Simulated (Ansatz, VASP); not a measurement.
## Two plane-wave programs on Na16S7O (a cell with a defect)

```xyz
24
Lattice="0.0000 6.5470 6.5470 6.5470 0.0000 6.5470 6.5470 6.5470 0.0000" Properties=species:S:1:pos:R:3 pbc="T T T"
Na    1.5441    1.5441    1.5441
Na    5.0029    5.0029    1.5441
Na    5.0029    1.5441    5.0029
Na    8.2023    4.8917    4.8917
Na    1.5441    5.0029    5.0029
Na    4.8917    8.2023    4.8917
Na    4.8917    4.8917    8.2023
Na    8.2023    8.2023    8.2023
Na    4.8917    4.8917    4.8917
Na    8.2023    8.2023    4.8917
Na    8.2023    4.8917    8.2023
Na   11.5499    8.0911    8.0911
Na    4.8917    8.2023    8.2023
Na    8.0911   11.5499    8.0911
Na    8.0911    8.0911   11.5499
Na   11.5499   11.5499   11.5499
O     0.0000    0.0000    0.0000
S     3.2735    3.2735    0.0000
S     3.2735    0.0000    3.2735
S     6.5470    3.2735    3.2735
S     0.0000    3.2735    3.2735
S     3.2735    6.5470    3.2735
S     3.2735    3.2735    6.5470
S     6.5470    6.5470    6.5470
```

Alike in both runs: functional PBE; k mesh 3 × 3 × 3; occupations fermi-dirac, width 0.01 eV; no spin polarisation.

Ansatz relaxed the structure, and its values are those at the end. VASP's run is a single point on that final structure, the one shown.

|  | VASP | Ansatz |
| --- | --- | --- |
| version | VASP 6.6.1 | Ansatz 0.2.0 |
| potentials or method | VASP PAW PBE potentials, release 64 (Na_pv, O, S) | plane-wave PAW, scalar-relativistic |
| plane-wave cutoff (eV) | 520 | 420 |
| valence electrons in the cell | 160 | 192 |

|  | VASP | Ansatz | Ansatz less VASP |
| --- | --- | --- | --- |
| gap on the k mesh at the Fermi level (eV) | 2.06 | 2.06 | +0.003 |
| pressure (GPa) | -1.1 | -1.1 | -0.01 |
| rms of the force components (eV/Å) | 0.003 | 0.003 | 0.0000 |

The two sets of potentials don't hold the same shells in valence. Ansatz warned: «stress_scf_threshold_loose».

As with any semilocal functional, this PBE gap is likely too small.
